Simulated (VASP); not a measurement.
Data:

```
CELL_PARAMETERS angstrom
      4.15680     0.00000     0.00000
      0.00000     4.15680     0.00000
      0.00000     0.00000     2.66554
ATOMIC_POSITIONS crystal
  Si 0.00000 0.00000 0.00000
  Si 0.50000 0.50000 0.50000
  O  0.30545 0.30545 0.00000
  O  0.80545 0.19455 0.50000
  O  0.19455 0.80545 0.50000
  O  0.69455 0.69455 0.00000
```

Level of theory: LDA (Ceperley-Alder, Perdew-Zunger), VASP's LDA PAW potentials (set 64) (plane waves; VASP). Numerical set-up: 520 eV cut-off, 5×5×8 Γ-centred mesh, Gaussian smearing of 0.010 eV, potentials Si O.

Problem. Give the electronic dielectric tensor ε∞ (DFPT, local fields included).

Solution. 
```
3.36  0.00  0.00
0.00  3.36  0.00
0.00  0.00  3.54
```

Problem. Give the Born effective charges.

Solution. 
```csv
atom,Z*xx,Z*yy,Z*zz,mean
Si1,3.78,3.78,4.03,3.86
Si2,3.78,3.78,4.03,3.86
O3,-1.89,-1.89,-2.01,-1.93
O4,-1.89,-1.89,-2.01,-1.93
O5,-1.89,-1.89,-2.01,-1.93
O6,-1.89,-1.89,-2.01,-1.93
```

The compound is SiO2 in the rutile structure, stishovite, a high-pressure form. It was relaxed first.
